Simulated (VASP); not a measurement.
Input:

```
CELL_PARAMETERS angstrom
      3.86714     0.00000     0.00000
      0.00000     3.86714     0.00000
      0.00000     0.00000     3.86714
ATOMIC_POSITIONS crystal
  Al 0.50000 0.50000 0.00000
  Al 0.00000 0.50000 0.50000
  Al 0.50000 0.00000 0.50000
  V  0.00000 0.00000 0.00000
```

Calculation: PBEsol GGA, VASP's PBE PAW potentials (set 64) (plane waves; VASP). Numerical set-up: 400 eV cut-off, 9×9×9 Γ-centred mesh, tetrahedra with Blöchl corrections, potentials Al V_sv.

What does the run give for the energy per atom (σ→0), band gap (on the k-mesh) with the smallest direct gap where there is one?

```json
{
 "band gap (on the k-mesh)": "none (metal, semimetal or under 0.01 eV)",
 "energy per atom (σ→0)": "-5.617 eV/atom"
}
```

Total energies compare only between runs with the same potentials, cut-off and functional.

The structure comes from a computed database's Al3V entry (Pm-3m); how it stands against other phases isn't given here. It was relaxed first. The run is not spin-polarised, so no magnetic state was tried.
